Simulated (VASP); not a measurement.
Computed with PBE GGA with spin-orbit coupling, VASP's PBE PAW potentials (set 64) (plane waves; VASP).

A VASP calculation is set up with these files.

**POSCAR**
```
ZnO
1
    1.6575000000    -2.8708750000     0.0000000000
    1.6575000000     2.8708750000     0.0000000000
    0.0000000000     0.0000000000     5.3142000000
Zn O
2 2
Direct
  0.6666670000   0.3333330000   0.5000000000
  0.3333330000   0.6666670000   0.0000000000
  0.6666670000   0.3333330000   0.8820000000
  0.3333330000   0.6666670000   0.3820000000
```

**INCAR**
```
SYSTEM=ZnO
PREC=Accurate; ENCUT=520; LREAL=.FALSE.
LASPH=.TRUE.
EDIFF=1E-6; NELM=100; ALGO=Normal
LMAXMIX=4
ISMEAR=0; SIGMA=0.05
GGA=PE; GGA_COMPAT=.FALSE.
MAGMOM=12*0; LSORBIT=.TRUE.
ISIF=2
LWAVE=.FALSE.; LCHARG=.FALSE.
```

KPOINTS:
```
Automatic mesh
0
Gamma
6 6 3
0 0 0
```

POTCAR, in this order: Zn O (PBE.64 set). Program: vasp_ncl.

The run wrote:

File OSZICAR:
```
       N       E                     dE             d eps       ncg     rms          rms(c)
DAV:   1     0.375638606530E+03    0.37564E+03   -0.17582E+04  1848   0.235E+03
DAV:   2     0.389469572755E+02   -0.33669E+03   -0.32180E+03  1912   0.536E+02
DAV:   3    -0.180560559209E+02   -0.57003E+02   -0.55852E+02  2000   0.202E+02
DAV:   4    -0.210797607513E+02   -0.30237E+01   -0.30024E+01  2152   0.494E+01
DAV:   5    -0.211124972786E+02   -0.32737E-01   -0.32686E-01  2064   0.537E+00    0.140E+01
DAV:   6    -0.176810184215E+02    0.34315E+01   -0.11638E+01  3016   0.754E+01    0.826E+00
DAV:   7    -0.179022844600E+02   -0.22127E+00   -0.31595E+00  1968   0.203E+01    0.512E+00
DAV:   8    -0.179414929506E+02   -0.39208E-01   -0.10512E+00  2624   0.111E+01    0.206E+00
DAV:   9    -0.178544027957E+02    0.87090E-01   -0.24711E-01  2836   0.977E+00    0.463E-01
DAV:  10    -0.178588340531E+02   -0.44313E-02   -0.71448E-02  1900   0.201E+00    0.883E-02
DAV:  11    -0.178591733121E+02   -0.33926E-03   -0.92518E-04  2108   0.382E-01    0.552E-02
DAV:  12    -0.178593175014E+02   -0.14419E-03   -0.17841E-04  2092   0.338E-01    0.473E-02
DAV:  13    -0.178593051485E+02    0.12353E-04   -0.10890E-04  2440   0.278E-01    0.909E-03
DAV:  14    -0.178593096095E+02   -0.44610E-05   -0.33623E-05  1928   0.477E-02    0.760E-03
DAV:  15    -0.178593102915E+02   -0.68193E-06   -0.43495E-06  1892   0.463E-02
   1 F= -.17859310E+02 E0= -.17859310E+02  d E =-.595401E-16  mag=     0.0000    -0.0000     0.0000
```

### OUTCAR
```
------------------------ aborting loop because EDIFF is reached ----------------------------------------
  FORCE on cell =-STRESS in cart. coord.  units (eV):
  Direction    XX          YY          ZZ          XY          YZ          ZX
  --------------------------------------------------------------------------------------
  Total       -0.7956360     -0.7956364     -0.6933283      0.0000000      0.0000000     -0.0000000
  in kB      -25.2051490    -25.2051628    -21.9641193      0.0000000      0.0000000     -0.0000000
  external PRESSURE =     -24.1248104 kB  Pullay stress =       0.0000000 kB
  volume of cell :       50.57
      direct lattice vectors                 reciprocal lattice vectors
     1.657500000 -2.870875000  0.000000000     0.301659125 -0.174162929  0.000000000
     1.657500000  2.870875000  0.000000000     0.301659125  0.174162929  0.000000000
     0.000000000  0.000000000  5.314200000     0.000000000  0.000000000  0.188175078
  FREE ENERGIE OF THE ION-ELECTRON SYSTEM (eV)
  ---------------------------------------------------
  free  energy   TOTEN  =       -17.8593102915 eV

  energy  without entropy=      -17.8593102915  energy(sigma->0) =      -17.85931029

 Ion:    1  E_soc:     -0.0074728

 Ion:    2  E_soc:     -0.0074728

 Ion:    3  E_soc:     -0.0002451

 Ion:    4  E_soc:     -0.0002451
```
(Selected blocks of OUTCAR.)

The compound is ZnO in the wurtzite structure. The cell was not relaxed at this level.
